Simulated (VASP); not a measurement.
Energy against volume of Cs (bcc). Calculation: PBE GGA with D3 dispersion (zero damping), VASP's PBE PAW potentials (set 64) (plane waves; VASP).

```csv
V (Å³/atom),E (eV/atom)
106.681,-0.95947
110.086,-0.96226
113.490,-0.96335
116.895,-0.96295
120.300,-0.96119
```

### Question
Fit a third-order Birch-Murnaghan equation of state.

### Answer

* **volume per atom**: 114.21 Å³/atom
* **bulk modulus**: 2.3 GPa
* **pressure derivative of the bulk modulus**: 2.89
* **lattice constant a**: 6.113 Å

Measured: bulk modulus 2.1 GPa at 0 K (computed value off by +10.0 %), as given by H. Levämäki et al., Physical Review B (2014), arXiv:1402.3671 [corrected for temperature and zero-point phonon effects]; a 6.039 Å at 0 K (computed value off by +1.2 %), as given by Gábor I. Csonka et al., Physical Review B (2009), arXiv:0903.4037 [low-temperature or extrapolated to 0 K; zero-point anharmonic expansion removed].

The compound is Cs in the bcc structure. It was relaxed first.
